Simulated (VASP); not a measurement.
Level of theory: PBEsol GGA, VASP's PBE PAW potentials (set 64) (plane waves; VASP).

Input for VASP

POSCAR:
```
CdZn3Te4
1
   -0.0047037832     6.1712770264     6.1753779958
    6.1712770264    -0.0047037832     6.1753779958
    3.0832866215     3.0832866215     0.0000000000
Zn Te Cd
3 4 1
Direct
  0.0005918276   0.0005918276   0.9988163448
  0.0017193821   0.4985311223   0.9997494957
  0.4985311223   0.0017193821   0.9997494957
  0.1251307065   0.1251307065   0.2497385872
  0.1104069013   0.6297255664   0.2598675323
  0.6297255664   0.1104069013   0.2598675323
  0.6353233373   0.6353233373   0.2293533252
  0.4985711566   0.4985711566   0.0028576869
```

### INCAR
```
ALGO=Normal
EDIFF=1E-7
ENCUT=400
GGA=PS
ISIF=2
ISMEAR=-5
LASPH=.TRUE.
LCHARG=.TRUE.
LEFG=.TRUE.
LMAXMIX=4
LORBIT=11
LREAL=.FALSE.
LWAVE=.FALSE.
NEDOS=601
NELM=100
PREC=Accurate
SYSTEM=CdZn3Te4
```

### KPOINTS
```
kpoints
0
Gamma
4 4 7
0 0 0
```

POTCAR, in this order: Zn Te Cd (PBE.64 set). Program: vasp_std.

What VASP printed:

OSZICAR:
```
       N       E                     dE             d eps       ncg     rms          rms(c)
DAV:   1     0.456724357471E+03    0.45672E+03   -0.27382E+04  3182   0.140E+03
DAV:   2     0.212766691642E+02   -0.43545E+03   -0.42505E+03  3278   0.345E+02
DAV:   3    -0.226482221462E+02   -0.43925E+02   -0.43596E+02  3613   0.116E+02
DAV:   4    -0.239797235938E+02   -0.13315E+01   -0.13287E+01  3691   0.186E+01
DAV:   5    -0.240112491874E+02   -0.31526E-01   -0.31522E-01  3994   0.269E+00    0.104E+01
DAV:   6    -0.231544895714E+02    0.85676E+00   -0.30594E+00  4001   0.284E+01    0.797E+00
DAV:   7    -0.231296060626E+02    0.24884E-01   -0.11895E+00  3408   0.616E+00    0.346E+00
DAV:   8    -0.231242872831E+02    0.53188E-02   -0.44416E-02  3522   0.182E+00    0.107E+00
DAV:   9    -0.231228220636E+02    0.14652E-02   -0.79522E-03  4275   0.105E+00    0.454E-01
DAV:  10    -0.231226501134E+02    0.17195E-03   -0.30210E-03  3818   0.843E-01    0.110E-01
DAV:  11    -0.231226930313E+02   -0.42918E-04   -0.45094E-04  3576   0.495E-01    0.376E-02
DAV:  12    -0.231227038800E+02   -0.10849E-04   -0.12154E-04  3441   0.654E-02    0.198E-02
DAV:  13    -0.231227110424E+02   -0.71624E-05   -0.15089E-05  3629   0.107E-01    0.917E-03
DAV:  14    -0.231227130917E+02   -0.20493E-05   -0.78869E-06  3712   0.377E-02    0.255E-03
DAV:  15    -0.231227132498E+02   -0.15807E-06   -0.10561E-06  3740   0.625E-03    0.135E-03
DAV:  16    -0.231227133273E+02   -0.77579E-07   -0.13526E-07  2237   0.104E-02
   1 F= -.23122713E+02 E0= -.23122713E+02  d E =0.000000E+00
```

**OUTCAR**
```
------------------------ aborting loop because EDIFF is reached ----------------------------------------
  FORCE on cell =-STRESS in cart. coord.  units (eV):
  Direction    XX          YY          ZZ          XY          YZ          ZX
  --------------------------------------------------------------------------------------
  Total       -0.0913041     -0.0913041     -0.0260125     -0.0070924     -0.0000000     -0.0000000
  in kB       -0.6219957     -0.6219957     -0.1772061     -0.0483162     -0.0000000     -0.0000000
  external PRESSURE =      -0.4737325 kB  Pullay stress =       0.0000000 kB
  volume of cell :      235.19
      direct lattice vectors                 reciprocal lattice vectors
    -0.004703783  6.171277026  6.175377996    -0.080958801  0.080958801  0.080966704
     6.171277026 -0.004703783  6.175377996     0.080958801 -0.080958801  0.080966704
     3.083286622  3.083286622  0.000000000     0.162164619  0.162164619 -0.161933407
 POSITION                                       TOTAL-FORCE (eV/Angst)
 -----------------------------------------------------------------------------------
      3.08329      3.08329      0.00731         0.000000      0.000000      0.004103
      6.15908      3.09078      3.08924        -0.008875      0.008875     -0.007716
      3.09078      6.15908      3.08924         0.008875     -0.008875     -0.007716
      1.54164      1.54164      1.54546        -0.000000     -0.000000     -0.002302
      4.68694      1.47964      4.57060         0.007807     -0.007807      0.009517
      1.47964      4.68694      4.57060        -0.007807      0.007807      0.009517
      4.62493      4.62493      7.84672         0.000000      0.000000      0.004593
      3.08329      3.08329      6.15773        -0.000000     -0.000000     -0.009995
 -----------------------------------------------------------------------------------
    total drift:                               -0.000066     -0.000066     -0.000115
  FREE ENERGIE OF THE ION-ELECTRON SYSTEM (eV)
  ---------------------------------------------------
  free  energy   TOTEN  =       -23.1227133273 eV

  energy  without entropy=      -23.1227133273  energy(sigma->0) =      -23.12271333

 total charge

# of ion       s       p       d       tot
------------------------------------------
    1        0.555   0.418   9.758  10.730
    2        0.558   0.433   9.759  10.750
    3        0.558   0.433   9.759  10.750
    4        1.348   2.047   0.026   3.421
    5        1.348   2.064   0.028   3.440
    6        1.348   2.064   0.028   3.440
    7        1.349   2.079   0.028   3.456
    8        0.485   0.355   9.519  10.359
--------------------------------------------------
tot          7.549   9.891  38.905  56.345
```
(Selected blocks of OUTCAR.)

File OUTCAR:
```
 val. band max:        3.0122413159   @ k =   0.0000   0.0000   0.0000

 cond. band min:       3.9332801601   @ k =   0.0000   0.0000   0.0000


 Fermi energy:         3.0255324273

 k-point     1 :       0.0000    0.0000    0.0000
  band No.  band energies     occupation
      1      -8.7816      2.00000
      2      -8.0399      2.00000
      3      -7.9694      2.00000
      4      -7.7372      2.00000
      5      -5.3022      2.00000
      6      -5.1735      2.00000
      7      -5.1386      2.00000
      8      -5.1000      2.00000
      9      -5.0716      2.00000
     10      -3.9559      2.00000
     11      -3.9440      2.00000
     12      -3.9435      2.00000
     13      -3.8996      2.00000
     14      -3.8787      2.00000
     15      -3.8560      2.00000
     16      -3.8478      2.00000
     17      -3.7514      2.00000
     18      -3.7476      2.00000
     19      -3.7416      2.00000
     20      -3.7385      2.00000
     21      -3.7216      2.00000
     22      -3.6659      2.00000
     23      -3.6516      2.00000
     24      -3.5747      2.00000
     25      -2.1718      2.00000
     26      -2.1681      2.00000
     27      -1.8648      2.00000
     28       0.7849      2.00000
     29       0.7962      2.00000
     30       1.9535      2.00000
     31       2.0302      2.00000
     32       2.0711      2.00000
     33       2.1618      2.00000
     34       2.9512      2.00000
     35       2.9552      2.00000
     36       3.0122      2.00000
     37       3.9333      0.00000
     38       4.6390      0.00000
     39       4.7504      0.00000
     40       5.2347      0.00000
     41       5.3104      0.00000
     42       7.3306      0.00000
     43       7.3347      0.00000

 k-point     2 :       0.2500    0.0000    0.0000
  band No.  band energies     occupation
      1      -8.6876      2.00000
      2      -8.1456      2.00000
      3      -7.9575      2.00000
      4      -7.7753      2.00000
      5      -5.3018      2.00000
...
```

Unless said otherwise, spin-orbit coupling is left out, though it shifts the bands of the heavy elements here.

The structure was generated: CdZn3Te4 was put into an ordered model structure (Amm2), which need not be its known phase. It was relaxed first.
